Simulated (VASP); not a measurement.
# MgS (Niningerite) with r2SCAN: from relaxation to properties, part 3 of 4

Wanted: the relaxed cell of MgS (Niningerite) and its properties. The start is a cell from a database of measured crystal structures.

VASP 6.6.1; r2SCAN; plane waves and PAW (Mg, S).

So far, gap on the k-mesh (eV): step 2 (full relaxation (r2SCAN)) 3.44; step 5 (density of states (r2SCAN)) 3.58; step 6 (independent-particle dielectric function (r2SCAN)) 3.58.

### 7. Volume scan with r2SCAN

An equation of state needs energies on both sides of the minimum, all on one mesh and cutoff.

INCAR reads:

```
SYSTEM = MgS
PREC = Accurate
ENCUT = 400
EDIFF = 1E-06
NELM = 100
ISMEAR = 0
SIGMA = 0.05
LREAL = .FALSE.
ALGO = Normal
METAGGA = R2SCAN
LASPH = .TRUE.
NBANDS = 10
LORBIT = 11
LWAVE = .FALSE.
LCHARG = .FALSE.
KPAR = 2
ISIF = 2
```

POSCAR reads:

```
MgS
1.0
    0.0000000000      2.5436820951      2.5436820951
    2.5436820951      0.0000000000      2.5436820951
    2.5436820951      2.5436820951      0.0000000000
Mg S
1 1
Direct
    0.0000000000      0.0000000000      0.0000000000
    0.5000000000      0.5000000000      0.5000000000
```

KPOINTS reads:

```
Automatic mesh
0
Gamma
6 6 6
0 0 0
```

Potentials, in the order of the species: Mg and S (PBE family, release 64).

The run is started by

```bash
$ mpirun -np 2 vasp_std
```

The program printed:

```text
[... set-up lines as in an earlier step ...]
 entering main loop
       N       E                     dE             d eps       ncg     rms          rms(c)
DAV:   1     0.716440474607E+01    0.71644E+01   -0.32436E+03   352   0.532E+02
DAV:   2    -0.161182220599E+02   -0.23283E+02   -0.22128E+02   426   0.946E+01
DAV:   3    -0.170046775021E+02   -0.88646E+00   -0.88543E+00   382   0.197E+01
DAV:   4    -0.170088831274E+02   -0.42056E-02   -0.42053E-02   404   0.164E+00
DAV:   5    -0.170089086227E+02   -0.25495E-04   -0.25495E-04   396   0.115E-01    0.492E+00
DAV:   6    -0.154842206377E+02    0.15247E+01   -0.96843E-01   334   0.587E+00    0.499E+00
DAV:   7    -0.154686735828E+02    0.15547E-01   -0.19818E-01   376   0.239E+00    0.273E+00
DAV:   8    -0.154720165466E+02   -0.33430E-02   -0.91435E-03   380   0.692E-01    0.352E-01
DAV:   9    -0.154720428042E+02   -0.26258E-04   -0.77755E-04   354   0.159E-01    0.116E-01
DAV:  10    -0.154720709535E+02   -0.28149E-04   -0.58212E-05   376   0.643E-02    0.381E-02
DAV:  11    -0.154720751853E+02   -0.42318E-05   -0.24836E-06   368   0.121E-02    0.111E-02
DAV:  12    -0.154720729019E+02    0.22834E-05   -0.11026E-07   182   0.217E-03    0.866E-04
DAV:  13    -0.154720726204E+02    0.28147E-06   -0.31091E-08   178   0.105E-03
   1 F= -.15472073E+02 E0= -.15472073E+02  d E =-.191396E-16
```

Run time: 12 s. Hardware: 2 MPI ranks of AMD EPYC 7R43, shared host; peak memory 0.2 GiB.

OUTCAR, selected parts (step 7):

```text
   ENCUT  =  400.0 eV  29.40 Ry    5.42 a.u.   5.87  5.87  5.87*2*pi/ulx,y,z

   NELECT =       8.0000    total number of electrons

 E-fermi :   4.3967

 k-point     1 :       0.0000    0.0000    0.0000
  band No.  band energies     occupation
      1      -9.4775      2.00000
      2       4.1199      2.00000
      3       4.1199      2.00000
      4       4.1199      2.00000
      5       9.3291      0.00000
      6      12.5915      0.00000
      7      12.5915      0.00000
      8      12.5915      0.00000
      9      15.1314      0.00000
    ...

  Total        1.1709836      1.1709836      1.1709836      0.0000000      0.0000000     -0.0000000
  in kB       56.9958046     56.9958046     56.9958046      0.0000000      0.0000000     -0.0000000
  external PRESSURE =      56.9958046 kB  Pullay stress =       0.0000000 kB

 POSITION                                       TOTAL-FORCE (eV/Angst)
 -----------------------------------------------------------------------------------
      0.00000      0.00000      0.00000         0.000000     -0.000000     -0.000000
      2.54368      2.54368      2.54368        -0.000000      0.000000      0.000000
 -----------------------------------------------------------------------------------
    total drift:                               -0.000000     -0.000000      0.000000

  FREE ENERGIE OF THE ION-ELECTRON SYSTEM (eV)
  ---------------------------------------------------
  free  energy   TOTEN  =       -15.4720726204 eV

  energy  without entropy=      -15.4720726204  energy(sigma->0) =      -15.47207262

[... 4 parts as in an earlier step ...]

[... 12 further parts left out ...]
```

The scan keeps the cell's shape and the fractional positions fixed.

A gap read on the k-mesh alone can miss the band edges.

This step gave:

| Quantity | Value |
| --- | --- |
| SCF cycles | 13 |
| bands | 10 |
| irreducible k-points | 16 |
| free energy (TOTEN) | -15.47 eV |
| Fermi energy | 4.397 eV |
| pressure | 5.700 GPa |
| conduction bottom at k | 0.5, 0.5, 0 |
| gap on the k-mesh | 3.575 eV |
| least direct gap on the k-mesh | 5.209 eV |

The pressure here is 5.70 GPa.

### 8. Volume scan with r2SCAN (run 2)

INCAR is that of step 7.

POSCAR reads:

```
MgS
1.0
    0.0000000000      2.5615959395      2.5615959395
    2.5615959395      0.0000000000      2.5615959395
    2.5615959395      2.5615959395      0.0000000000
Mg S
1 1
Direct
    0.0000000000      0.0000000000      0.0000000000
    0.5000000000      0.5000000000      0.5000000000
```

KPOINTS is that of step 7.

The run is started by

```bash
$ mpirun -np 2 vasp_std
```

The program printed:

```text
[... set-up lines as in an earlier step ...]
 entering main loop
       N       E                     dE             d eps       ncg     rms          rms(c)
DAV:   1     0.824645983578E+01    0.82465E+01   -0.33723E+03   344   0.541E+02
DAV:   2    -0.161848212201E+02   -0.24431E+02   -0.23938E+02   420   0.102E+02
DAV:   3    -0.170412035706E+02   -0.85638E+00   -0.85549E+00   402   0.196E+01
DAV:   4    -0.170460503466E+02   -0.48468E-02   -0.48464E-02   400   0.177E+00
DAV:   5    -0.170460800408E+02   -0.29694E-04   -0.29694E-04   356   0.121E-01    0.482E+00
DAV:   6    -0.155040666693E+02    0.15420E+01   -0.98301E-01   334   0.587E+00    0.488E+00
DAV:   7    -0.154890866097E+02    0.14980E-01   -0.20055E-01   374   0.239E+00    0.268E+00
DAV:   8    -0.154923493596E+02   -0.32627E-02   -0.89243E-03   400   0.694E-01    0.327E-01
DAV:   9    -0.154923775440E+02   -0.28184E-04   -0.72436E-04   360   0.155E-01    0.115E-01
DAV:  10    -0.154924065625E+02   -0.29018E-04   -0.58560E-05   374   0.657E-02    0.370E-02
DAV:  11    -0.154924108564E+02   -0.42939E-05   -0.24133E-06   358   0.117E-02    0.101E-02
DAV:  12    -0.154924085597E+02    0.22967E-05   -0.10416E-07   188   0.211E-03    0.808E-04
DAV:  13    -0.154924083081E+02    0.25161E-06   -0.24672E-08   180   0.979E-04
   1 F= -.15492408E+02 E0= -.15492408E+02  d E =-.247514E-14
```

It took 11 s on 2 MPI ranks; peak memory 0.21 GiB; 21 s of CPU time.

Parts of OUTCAR (step 8):

```text
   ENCUT  =  400.0 eV  29.40 Ry    5.42 a.u.   5.91  5.91  5.91*2*pi/ulx,y,z

   NELECT =       8.0000    total number of electrons

 E-fermi :   4.1739

 k-point     1 :       0.0000    0.0000    0.0000
  band No.  band energies     occupation
      1      -9.5439      2.00000
      2       3.9200      2.00000
      3       3.9200      2.00000
      4       3.9200      2.00000
      5       8.9389      0.00000
      6      12.4122      0.00000
      7      12.4122      0.00000
      8      12.4122      0.00000
      9      14.9108      0.00000
    ...

  Total        0.7567533      0.7567533      0.7567533      0.0000000     -0.0000000      0.0000000
  in kB       36.0664198     36.0664198     36.0664198      0.0000000     -0.0000000      0.0000000
  external PRESSURE =      36.0664198 kB  Pullay stress =       0.0000000 kB

 POSITION                                       TOTAL-FORCE (eV/Angst)
 -----------------------------------------------------------------------------------
      0.00000      0.00000      0.00000         0.000000      0.000000      0.000000
      2.56160      2.56160      2.56160         0.000000      0.000000     -0.000000
 -----------------------------------------------------------------------------------
    total drift:                               -0.000000     -0.000000      0.000000

  FREE ENERGIE OF THE ION-ELECTRON SYSTEM (eV)
  ---------------------------------------------------
  free  energy   TOTEN  =       -15.4924083081 eV

  energy  without entropy=      -15.4924083081  energy(sigma->0) =      -15.49240831

[... 4 parts as in an earlier step ...]

[... 12 further parts left out ...]
```

This step gave:

```
free energy (TOTEN)            : -15.49 eV
Fermi energy                   : 4.174 eV
pressure                       : 3.607 GPa
gap on the k-mesh              : 3.531 eV
least direct gap on the k-mesh : 5.019 eV
```

The pressure falls from 5.70 to 3.61 GPa.

The run ends at a pressure of 3.61 GPa.

### 9. Volume scan with r2SCAN (run 3)

INCAR is that of step 8.

POSCAR reads:

```
MgS
1.0
    0.0000000000      2.5792626766      2.5792626766
    2.5792626766      0.0000000000      2.5792626766
    2.5792626766      2.5792626766      0.0000000000
Mg S
1 1
Direct
    0.0000000000      0.0000000000      0.0000000000
    0.5000000000      0.5000000000      0.5000000000
```

KPOINTS is that of step 8.

The run is started by

```bash
$ mpirun -np 2 vasp_std
```

The program printed:

```text
[... set-up lines as in an earlier step ...]
 entering main loop
       N       E                     dE             d eps       ncg     rms          rms(c)
DAV:   1     0.598932527579E+01    0.59893E+01   -0.32489E+03   344   0.537E+02
DAV:   2    -0.162620254064E+02   -0.22251E+02   -0.20870E+02   428   0.914E+01
DAV:   3    -0.170694486294E+02   -0.80742E+00   -0.80644E+00   364   0.189E+01
DAV:   4    -0.170748366427E+02   -0.53880E-02   -0.53877E-02   414   0.185E+00
[...]
DAV:  11    -0.155040498720E+02   -0.38761E-05   -0.17824E-06   378   0.107E-02    0.916E-03
DAV:  12    -0.155040474731E+02    0.23989E-05   -0.90451E-08   180   0.194E-03    0.681E-04
DAV:  13    -0.155040472325E+02    0.24058E-06   -0.24876E-08   184   0.954E-04
   1 F= -.15504047E+02 E0= -.15504047E+02  d E =-.526228E-13
```

It took 11 s on 2 MPI ranks; peak memory 0.19 GiB; 21 s of CPU time.

OUTCAR, selected parts (step 9):

```text
  Total        0.3679222      0.3679222      0.3679222     -0.0000000     -0.0000000      0.0000000
  in kB       17.1771015     17.1771015     17.1771015     -0.0000000     -0.0000000      0.0000000
  external PRESSURE =      17.1771015 kB  Pullay stress =       0.0000000 kB

 POSITION                                       TOTAL-FORCE (eV/Angst)
 -----------------------------------------------------------------------------------
      0.00000      0.00000      0.00000         0.000000      0.000000      0.000000
      2.57926      2.57926      2.57926        -0.000000     -0.000000     -0.000000
 -----------------------------------------------------------------------------------
    total drift:                               -0.000000     -0.000000      0.000000

  FREE ENERGIE OF THE ION-ELECTRON SYSTEM (eV)
  ---------------------------------------------------
  free  energy   TOTEN  =       -15.5040472325 eV

  energy  without entropy=      -15.5040472325  energy(sigma->0) =      -15.50404723

[... 1 part as in an earlier step ...]

[... 2 further parts left out ...]
[key lines of the parts left out:]
E-fermi :   3.9672
```

The pressure falls from 3.61 to 1.72 GPa.

The run ends at a pressure of 1.72 GPa.

### 10. Volume scan with r2SCAN (run 4)

INCAR is that of step 9.

POSCAR reads:

```
MgS
1.0
    0.0000000000      2.5966906558      2.5966906558
    2.5966906558      0.0000000000      2.5966906558
    2.5966906558      2.5966906558      0.0000000000
Mg S
1 1
Direct
    0.0000000000      0.0000000000      0.0000000000
    0.5000000000      0.5000000000      0.5000000000
```

KPOINTS is that of step 9.

The run is started by

```bash
$ mpirun -np 2 vasp_std
```

The program printed:

```text
[... set-up lines as in an earlier step ...]
 entering main loop
       N       E                     dE             d eps       ncg     rms          rms(c)
DAV:   1     0.862391233481E+01    0.86239E+01   -0.30922E+03   360   0.530E+02
[... 3 cycles as in an earlier step ...]
DAV:   5    -0.170961282941E+02   -0.43774E-04   -0.43774E-04   372   0.144E-01    0.463E+00
[... 3 cycles as in an earlier step ...]
DAV:   9    -0.155078012816E+02   -0.14859E-04   -0.70569E-04   372   0.152E-01    0.111E-01
DAV:  10    -0.155078307551E+02   -0.29473E-04   -0.65809E-05   366   0.706E-02    0.408E-02
[... 1 cycle as in an earlier step ...]
DAV:  12    -0.155078333214E+02    0.26260E-05   -0.10255E-07   182   0.200E-03    0.159E-03
DAV:  13    -0.155078331297E+02    0.19171E-06   -0.19581E-08   180   0.962E-04
   1 F= -.15507833E+02 E0= -.15507833E+02  d E =-.310052E-11
```

Elapsed: 11 s, on 2 MPI ranks; peak memory 0.19 GiB; 21 s of CPU time.

From OUTCAR (step 10):

```text
  Total        0.0027654      0.0027654      0.0027654      0.0000000      0.0000000     -0.0000000
  in kB        0.1265260      0.1265260      0.1265260      0.0000000      0.0000000     -0.0000000
  external PRESSURE =       0.1265260 kB  Pullay stress =       0.0000000 kB

 POSITION                                       TOTAL-FORCE (eV/Angst)
 -----------------------------------------------------------------------------------
      0.00000      0.00000      0.00000        -0.000000      0.000000      0.000000
      2.59669      2.59669      2.59669         0.000000     -0.000000     -0.000000
 -----------------------------------------------------------------------------------
    total drift:                               -0.000000     -0.000000      0.000000

  FREE ENERGIE OF THE ION-ELECTRON SYSTEM (eV)
  ---------------------------------------------------
  free  energy   TOTEN  =       -15.5078331297 eV

  energy  without entropy=      -15.5078331297  energy(sigma->0) =      -15.50783313

[... 2 parts as in an earlier step ...]

[... 1 further part left out ...]
[key lines of the parts left out:]
E-fermi :   3.7618
```

The pressure falls from 1.72 to 0.01 GPa.

The run ends at a pressure of 0.01 GPa.

### 11. Volume scan with r2SCAN (run 5)

INCAR is that of step 10.

POSCAR reads:

```
MgS
1.0
    0.0000000000      2.6138877838      2.6138877838
    2.6138877838      0.0000000000      2.6138877838
    2.6138877838      2.6138877838      0.0000000000
Mg S
1 1
Direct
    0.0000000000      0.0000000000      0.0000000000
    0.5000000000      0.5000000000      0.5000000000
```

KPOINTS is that of step 10.

The run is started by

```bash
$ mpirun -np 2 vasp_std
```

The program printed:

```text
[... set-up lines as in an earlier step ...]
 entering main loop
       N       E                     dE             d eps       ncg     rms          rms(c)
DAV:   1     0.965759951266E+01    0.96576E+01   -0.30688E+03   336   0.527E+02
DAV:   2    -0.160519531107E+02   -0.25710E+02   -0.24164E+02   390   0.992E+01
DAV:   3    -0.171037816999E+02   -0.10518E+01   -0.10500E+01   372   0.219E+01
DAV:   4    -0.171105600855E+02   -0.67784E-02   -0.67776E-02   418   0.206E+00
[...]
DAV:  10    -0.155045453574E+02   -0.25863E-04   -0.68619E-05   350   0.743E-02    0.370E-02
DAV:  11    -0.155045472765E+02   -0.19191E-05   -0.15329E-06   374   0.933E-03    0.631E-03
DAV:  12    -0.155045463458E+02    0.93069E-06   -0.63337E-08   188   0.168E-03
   1 F= -.15504546E+02 E0= -.15504546E+02  d E =-.396011E-18
```

Wall time 11 s (2 MPI ranks); peak memory 0.2 GiB; 20 s of CPU time.

Parts of OUTCAR (step 11):

```text
  Total       -0.3414065     -0.3414065     -0.3414065     -0.0000000     -0.0000000      0.0000000
  in kB      -15.3141049    -15.3141049    -15.3141049     -0.0000000     -0.0000000      0.0000000
  external PRESSURE =     -15.3141049 kB  Pullay stress =       0.0000000 kB

 POSITION                                       TOTAL-FORCE (eV/Angst)
 -----------------------------------------------------------------------------------
      0.00000      0.00000      0.00000         0.000000     -0.000000      0.000000
      2.61389      2.61389      2.61389        -0.000000      0.000000     -0.000000
 -----------------------------------------------------------------------------------
    total drift:                               -0.000000     -0.000000      0.000000

  FREE ENERGIE OF THE ION-ELECTRON SYSTEM (eV)
  ---------------------------------------------------
  free  energy   TOTEN  =       -15.5045463458 eV

  energy  without entropy=      -15.5045463458  energy(sigma->0) =      -15.50454635

[... 1 part as in an earlier step ...]

[... 2 further parts left out ...]
[key lines of the parts left out:]
E-fermi :   3.6644
```

The pressure falls from 0.01 to -1.53 GPa.

The run ends at a pressure of -1.53 GPa.

### 12. Volume scan with r2SCAN (run 6)

INCAR is that of step 11.

POSCAR reads:

```
MgS
1.0
    0.0000000000      2.6308615567      2.6308615567
    2.6308615567      0.0000000000      2.6308615567
    2.6308615567      2.6308615567      0.0000000000
Mg S
1 1
Direct
    0.0000000000      0.0000000000      0.0000000000
    0.5000000000      0.5000000000      0.5000000000
```

KPOINTS is that of step 11.

The run is started by

```bash
$ mpirun -np 2 vasp_std
```

The program printed:

```text
[... set-up lines as in an earlier step ...]
 entering main loop
       N       E                     dE             d eps       ncg     rms          rms(c)
DAV:   1     0.927170428745E+01    0.92717E+01   -0.33304E+03   352   0.535E+02
DAV:   2    -0.160393702448E+02   -0.25311E+02   -0.23603E+02   406   0.977E+01
DAV:   3    -0.171115057696E+02   -0.10721E+01   -0.10704E+01   372   0.213E+01
DAV:   4    -0.171189327967E+02   -0.74270E-02   -0.74266E-02   434   0.206E+00
[...]
DAV:  10    -0.154948409283E+02   -0.25429E-04   -0.72035E-05   358   0.764E-02    0.376E-02
DAV:  11    -0.154948428899E+02   -0.19616E-05   -0.14549E-06   384   0.910E-03    0.598E-03
DAV:  12    -0.154948419257E+02    0.96416E-06   -0.63755E-08   188   0.164E-03
   1 F= -.15494842E+02 E0= -.15494842E+02  d E =-.735178E-16
```

It took 9.8 s on 2 MPI ranks; peak memory 0.19 GiB; 18 s of CPU time.

(Part 3 of 4 ends here.)

[Lines on the potential files, build, host, timing and source positions are cut from VASP's logs without a mark.]

[Logs are printed without paths, hosts, clocks, repeated set-up lines and the standing remarks that a program may print on its own settings, such as how far it seeks lower states.]

[Hosts, paths, dates, database ids (printed as entryN), source tags and the programs' standing remarks are cut or masked in the printed files.]

[A measured line is paired with the nearest computed mode of its activity, which favours agreement.]
